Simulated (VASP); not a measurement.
An input for Quantum ESPRESSO's pw.x (written as the equivalent of a VASP run, and not itself run):

```
&CONTROL
  calculation = 'vc-relax'
  pseudo_dir = './pseudo'
  outdir = './out'
  tprnfor = .true.
  tstress = .true.
  nstep = 40
  forc_conv_thr = 0.00078
/
&SYSTEM
  ibrav = 0
  nat = 2
  ntyp = 2
  ecutwfc = 82.3
  occupations = 'smearing'
  smearing = 'gaussian'
  degauss = 0.003675
  input_dft = 'pbesol'
/
&ELECTRONS
  conv_thr = 7.3e-08
  electron_maxstep = 100
/
&IONS
/
&CELL
/
ATOMIC_SPECIES
  Sn 118.710 Sn.upf
  Te 127.600 Te.upf
CELL_PARAMETERS angstrom
     0.0000000    3.1425384    3.1425384
     3.1425384    0.0000000    3.1425384
     3.1425384    3.1425384    0.0000000
ATOMIC_POSITIONS crystal
  Sn   0.0000000  0.0000000  0.0000000
  Te   0.5000000  0.5000000  0.5000000
K_POINTS automatic
  7 7 7 0 0 0
```

Task: Write the VASP files for the same calculation (PBEsol).

Result: One answer among several that fit: 
KPOINTS:
```
K-points
0
Gamma
7 7 7
0 0 0
```

### INCAR
```
! general
SYSTEM   =  SnTe
PREC     =  Accurate
ENCUT    =  500
LREAL    =  F
LASPH    =  T

! electronic loop
EDIFF    =  1E-6
NELM     =  100
ALGO     =  Normal
LMAXMIX  =  4

! smearing
ISMEAR   =  0
SIGMA    =  0.05

! functional
GGA      =  PS

! ions
IBRION   =  2
NSW      =  40
ISIF     =  3
EDIFFG   =  -0.02

! output
LWAVE    =  F
LCHARG   =  F
```

**POSCAR**
```
SnTe
1
    0.0000000000     3.1425384091     3.1425384091
    3.1425384091     0.0000000000     3.1425384091
    3.1425384091     3.1425384091     0.0000000000
Sn Te
1 1
Direct
  0.0000000000   0.0000000000   0.0000000000
  0.5000000000   0.5000000000   0.5000000000
```

POTCAR, in this order: Sn_d Te (PBE.64 set). Program: vasp_std.

What does not carry over: the potentials are each code's own (VASP's PAW set, PseudoDojo norm-conserving files in pw.x), so ENCUT and ecutwfc are chosen apart and not converted; conv_thr bounds pw.x's estimated SCF error, while EDIFF bounds the energy change between steps; forc_conv_thr acts on force components and is met together with etot_conv_thr.

The structure was generated: SnTe was put into the rock salt type (Fm-3m), which need not be its known phase. It was relaxed first, which changed the volume by +16 %.
